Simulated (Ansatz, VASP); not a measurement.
# HfS2 (1T-HfS2 3 layers, AB) in two plane-wave programs

Aim: how closely do two programs agree when they are given the same cell, functional and k mesh? Of the first pair: The structure shown is the start of the Ansatz relaxation below; VASP solves that cell, so the two are compared at the walk's first step.

Program: Ansatz 0.2.0. Level of theory: plane waves, with VASP 6.6.1 beside it; single point at PBE with D3(BJ). Results are calculated unless marked as measured.

**1. The starting structure**

The cell holds 9 atoms: 6 S and 3 Hf. Cell: a = 3.640 Å, b = 3.640 Å, c = 62.236 Å, α = 90.0°, β = 90.0°, γ = 120.0°. Vacuum lies along c.

**2. Ansatz: relaxation, PBE with D3(BJ)**

Ansatz runs on its default PAW (the set named soft_2) files.

The two programs are compared at the cell with which this relaxation starts, whose forces are those of its first step.

input.yaml reads:

```yaml
crystal:
  lattice:
    - [3.64, 0.0, 0.0]
    - [-1.82, 3.1523324698, 0.0]
    - [0.0, 0.0, 62.2364775752]
  atoms:
    - { symbol: S, position: [0.6666666667, 0.3333333333, 0.3743785141] }
    - { symbol: Hf, position: [0.0, 0.0, 0.4001845954] }
    - { symbol: S, position: [0.3333333333, 0.6666666667, 0.4259906766] }
    - { symbol: S, position: [0.0, 0.0, 0.4741939188] }
    - { symbol: Hf, position: [0.3333333333, 0.6666666667, 0.5] }
    - { symbol: S, position: [0.6666666667, 0.3333333333, 0.5258060812] }
    - { symbol: S, position: [0.6666666667, 0.3333333333, 0.5740093234] }
    - { symbol: Hf, position: [0.0, 0.0, 0.5998154046] }
    - { symbol: S, position: [0.3333333333, 0.6666666667, 0.6256214859] }
  periodic: [true, true, false]
kpoints:
  mp_grid: { grid: [12, 12, 1] }
hamiltonian:
  xc: pbe
  dispersion: d3bj
scf:
  occupations: { method: fermi_dirac, width: 0.05 }
  convergence: { dr2_threshold: 1.0e-09 }
relax:
  f_tol: 0.004
  max_steps: 90
  cell: {}
output:
  write_potential: true
  write_density: true
  volumetric_format: npy
```

Started as:

```bash
> ansatz run input.yaml --threads 4 --pin off --max-ram 8192MiB --backend cpu --events-out ev --progress --plain --runs-dir out
```

Numbers of over 12 decimals in the logs are rounded to 6 here.

The program printed:

```text
Warning: relax.cell: scf.convergence.dr2_threshold = 1e-9 eV is looser than the 1.36938574477e-10 eV advised for a relaxation that steers and ends on the stress (1e-10 eV for each atom of the cell: 9, times the square of relax.cell.stress_2d_tol = 0.05 N/m over 25.6 Å (the atoms' height at the walk's start and 5 Å past either face), 1.950e-2 GPa, over a crystal's default 0.05). What an SCF threshold leaves in a stress goes as its square root, and in the free energy as the threshold itself, and one threshold admits the most on a small cell: [figures from the program's tests cut] Set scf.convergence.dr2_threshold to 1.36938574477e-10 eV or tighter. [rest of the remark cut]
Engine: ansatz 0.2.0, aarch64-unknown-linux-gnu
Pseudopotentials: kind: paw
Pseudopotential: S, paw, valence charge 6, recommended cutoff 420 eV (normal), S.paw.azcp
Pseudopotential: Hf, paw, valence charge 26, recommended cutoff 420 eV (normal), Hf.paw.azcp
Functional definition: PBE
  parameter kappa = 0.804
  parameter beta = 0.066725
  exchange = pbe_x(kappa = kappa, mu = beta*pi^2/3)
  correlation = pbe_c(beta = beta)
Crystal: 9 atoms, lattice volume = 714.132 Å³
Basis set: ecut = 420 eV, 13755 PW (Γ), exchange–correlation on 50×50×864 points (8 copies of the dense FFT grid, shifted against one another)
Bands: 69, of which v1, the nominal top of the filled ones, is band 57 counted from 1 (56 counted from 0)
Symmetry: 6 space group operations
Space group: P3m1 (ITA 156), of the structure as read, at distance tolerance 8.9e-5 Å
k-points: 19 of 144 (time reversal used)
Non-local potential: S, projectors of the file, l = 0: 2, l = 1: 2, l = 2: 2
Non-local potential: Hf, projectors of the file, l = 0: 3, l = 1: 2, l = 2: 2, l = 3: 3
PAW form: soft (Blöchl's): semilocal exchange-correlation on the pseudo side does not see the compensation charge
PAW one-centre angular grid: S, 110 points (default); XC on 64 Gauss nodes
PAW one-centre angular grid: Hf, 590 points (default); XC on 64 Gauss nodes
Initial density: superposition of atomic densities (neutral atoms: chi_scale 0, normalization atom), corrected by the library's trained network
Initial wavefunctions: pseudopotential atomic-orbital guess
Functional: x = pbe(κ = 0.804, μ = 0.219515), c = pbe(β = 0.066725)
SCF iter   1: F=—  HF=-52592.125794 eV  |F-HF|=—  |Δ(HF+E_count)|=         —  Δρ=8.39e-4  dr2=5.56e-3  ethr=1.77e-3  ⟨swp⟩=9.9  Hψ=7049  notcnv=0  defer=13
preconditioner: auto → Resta (q_TF=auto, 2.009 Å⁻¹)  ε∞=2.3  [insulator: Δε(μ)=0.630 eV  Ē_g=11.516 eV  σ=0.050 eV  W_gap=1.00  n_scr=68 (ndim 8)  ℏωp=13.2 eV  f_vac=0.697  D(μ)=0.00/eV (n_scr^D=0)  ε∞_Penn≈2.3  vacuum switching on, ρ_ref=9.6e-3 e/Å³]
SCF iter   2: F=—  HF=-52592.126662 eV  |F-HF|=—  |Δ(HF+E_count)|=   8.68e-4  Δρ=4.99e-4  dr2=1.55e-3  ethr=4.88e-6  ⟨swp⟩=4.0  Hψ=4258  notcnv=0  defer=50
SCF iter   3: F=—  HF=-52592.127485 eV  |F-HF|=—  |Δ(HF+E_count)|=   8.23e-4  Δρ=2.62e-4  dr2=1.82e-3  ethr=1.36e-6  ⟨swp⟩=3.3  Hψ=2393  notcnv=0  defer=50
SCF iter   4: F=—  HF=-52592.127717 eV  |F-HF|=—  |Δ(HF+E_count)|=   2.32e-4  Δρ=1.23e-4  dr2=7.46e-4  ethr=1.36e-6  ⟨swp⟩=2.5  Hψ=1633  notcnv=0  defer=50
SCF iter   5: F=—  HF=-52592.127747 eV  |F-HF|=—  |Δ(HF+E_count)|=   3.06e-5  Δρ=4.30e-5  dr2=1.94e-5  ethr=6.55e-7  ⟨swp⟩=2.8  Hψ=1883  notcnv=0  defer=50
SCF iter   6: F=—  HF=-52592.127936 eV  |F-HF|=—  |Δ(HF+E_count)|=   1.89e-4  Δρ=1.95e-5  dr2=8.91e-6  ethr=1.70e-8  ⟨swp⟩=3.2  Hψ=2612  notcnv=0  defer=50
SCF iter   7: F=—  HF=-52592.128223 eV  |F-HF|=—  |Δ(HF+E_count)|=   2.87e-4  Δρ=1.11e-5  dr2=1.36e-6  ethr=7.82e-9  ⟨swp⟩=2.7  Hψ=1935  notcnv=0  defer=50
SCF iter   8: F=—  HF=-52592.128225 eV  |F-HF|=—  |Δ(HF+E_count)|=   1.45e-6  Δρ=4.44e-6  dr2=1.90e-7  ethr=1.19e-9  ⟨swp⟩=2.7  Hψ=2314  notcnv=0  defer=50
SCF iter   9: F=—  HF=-52592.128225 eV  |F-HF|=—  |Δ(HF+E_count)|=   4.05e-7  Δρ=2.26e-6  dr2=3.09e-7  ethr=1.67e-10  ⟨swp⟩=3.1  Hψ=2694  notcnv=0  defer=50
SCF iter  10: F=—  HF=-52592.128225 eV  |F-HF|=—  |Δ(HF+E_count)|=   2.80e-9  Δρ=5.83e-7  dr2=3.35e-9  ethr=1.67e-10  ⟨swp⟩=2.5  Hψ=1731  notcnv=0  defer=50
SCF iter  11: F=-52592.128225 eV  HF=-52592.128225 eV  |F-HF|=6.58e-9  |Δ(HF+E_count)|=  3.13e-10  Δρ=3.90e-7  dr2=9.65e-10  ethr=1.00e-12  ⟨swp⟩=12.0  Hψ=11319  notcnv=0
SCF 1 converged in 11 iterations: F = -52592.128225 eV  dr2 = 9.65e-10
[...]
SCF 8 converged in 5 iterations: F = -52593.085246 eV  dr2 = 8.83e-10
relax step   8: F+E_penalty+E_count = -52593.08524624 eV  Δ(F+E_penalty+E_count) = +4.255e-4 eV  max|allowed force component| = 4.472e-4 eV/Å  Δτ_max = 0.0000 Å  P = +0.005 N/m  Ω = 703.429 Å³  fix = [c, alpha, beta]  reactions: c +0.000 N/m  stress off target by 4.54e-3 N/m on what of the cell is left free  SCF on the basis re-selected at this cell (its energy is not comparable with the rows above)  (5 SCF iters)
basis re-selected at this cell: Δ(F+E_penalty+E_count) = +4.255e-4 eV, ΔP = +0.004 N/m vs the last step (what re-selecting the basis moved, of the pressure what is left beyond the Pulay correction that the steps carried, after the strain that the cell walked since its last selection, with what the two solves' SCF thresholds leave and, on support functions, any second-order correction that the steps lacked; it is no m [...]
WARN: The output density's exchange-correlation potential varies sharply where the density is thin. Do not read a vacuum level from v_tot or v_xc, or from such a field of the output density. On a cell that repeats whose density bears no net charge and no dipole along the vacuum's axis use v_es (v_loc + v_h of the components); under efield.dipole_correction with no amplitude use v_es + v_field, which holds any externa [...]
SCF converged after 5 iterations
Free energy (F): -52593.085246 eV
Harris-Foulkes:  -52593.085246 eV  (|F-HF|=1.43e-9)
Internal energy: -52593.085243 eV  (E = F + TS)
E sigma→0 (E₀):  -52593.085245 eV
Entropy (-TS):   -0.000003 eV (-0.000 meV/atom)
Fermi energy:    -5.812469 eV
--- Per-component energies (eV) ---
  E_band       = -2369.672100
  E_kinetic    = 1903.904172
  E_local      = -1033799.161831  (includes V_loc(G=0)·N_el)
  E_nonlocal   = -3560.403674
  E_hartree    = 515081.766738
  E_xc         = -1482.566108
  E_vxc        = -1322.679098  (∫ρ·V_xc dr)
  E_paw        = -24382.410197  (= ΣΔE_a)
  E_vpaw       = 4245.129365  (= ΣTr[D̂ρ^β])
  E_aug_tail   = 0.000005  (compensation charges beyond the density's cutoff)
  E_ewald      = 493648.362025
  E_disp       = -2.576373  (pairwise vdW)
  E_smearing   = -0.000003  (= −TS)
  E_closure    = -0.000000  (closes the sum)
  Σ components = -52593.085246   (vs F -52593.085246, Δ=0.00e0)
--- Forces (eV/Å), atoms counted from 1 ---
  atom   1  S      0.00000000    -0.00000000    -0.00038610
  atom   2  Hf     0.00000000     0.00000000    -0.00026993
  atom   3  S     -0.00000000     0.00000000    -0.00018990
  atom   4  S      0.00000000    -0.00000000     0.00027884
  atom   5  Hf     0.00000000    -0.00000000     0.00034439
  atom   6  S      0.00000000     0.00000000     0.00044803
  atom   7  S      0.00000000    -0.00000000    -0.00016051
  atom   8  Hf     0.00000000    -0.00000000    -0.00008206
  atom   9  S      0.00000000     0.00000000     0.00002489
  max |Σ_I F_I| component: 7.66e-6 eV/Å
--- 2D stress c σ (N/m, compression-positive) ---
        0.004537       0.000000      -0.000000
        0.000000       0.004537      -0.000000
       -0.000000      -0.000000       0.000000
  P = ½ c Tr σ = 0.0045 N/m
--- Band table (eV; the first three rows and the last of 19) ---
  k-point 0: bands = [... 53 lower, -6.3508, -6.3508, -6.3116, -6.3116, -4.3009, -4.3009, -4.2882, -4.2882, ... 8 higher]
  k-point 1: bands = [... 53 lower, -6.6163, -6.5549, -6.5195, -6.5133, -4.2895, -4.2644, -4.2418, -4.0539, ... 8 higher]
  k-point 2: bands = [... 53 lower, -6.9408, -6.8961, -6.8313, -6.4576, -4.4950, -4.4320, -4.3674, -3.5380, ... 8 higher]
  k-point 18: bands = [... 53 lower, -8.1859, -7.9404, -7.9308, -7.8437, -3.5397, -3.5234, -3.5136, -2.8986, ... 8 higher]
  the weakly bound empty levels are not read free of the cell's end (no_gap_told)
--- Relaxed structure (7 steps of the walk, 7 accepted, 1 SCFs on fresh bases) ---
  F+E_penalty+E_count = -52593.08524624 eV   max|allowed force component| = 4.472e-4 eV/Å   (the final SCF, on the basis selected at the relaxed cell)
  cell:  # Å, volume = 703.4294 Å³
    - [3.612621, -1.0132191461678808e-18, 0]
    - [-1.806311, 3.128622, 0]
    - [0, 0, 62.2364775752]
  atoms:
    - { symbol: S, position: [0.666667, 0.333333, 0.379347] }
    - { symbol: Hf, position: [-1.631395924210433e-18, 0, 0.402763] }
    - { symbol: S, position: [0.333333, 0.666667, 0.426121] }
    - { symbol: S, position: [-2.1644553438695792e-19, 0, 0.474536] }
    - { symbol: Hf, position: [0.333333, 0.666667, 0.497891] }
    - { symbol: S, position: [0.666667, 0.333333, 0.521234] }
    - { symbol: S, position: [0.666667, 0.333333, 0.575991] }
    - { symbol: Hf, position: [2.9725466770337296e-19, 0, 0.599346] }
    - { symbol: S, position: [0.333333, 0.666667, 0.622772] }
```

The column dr2 measures how far the density is from self-consistency, as an energy; F and HF (Harris–Foulkes) agree once it is small.

(Continued in part 2 of 2.)

[Lines on the potential files, build, host, timing and source positions are cut from VASP's logs without a mark.]

[Logs are printed without paths, hosts, clocks, repeated set-up lines and the standing remarks that a program may print on its own settings, such as how far it seeks lower states.]

[Hosts, paths, dates, database ids (printed as entryN), source tags and the programs' standing remarks are cut or masked in the printed files.]
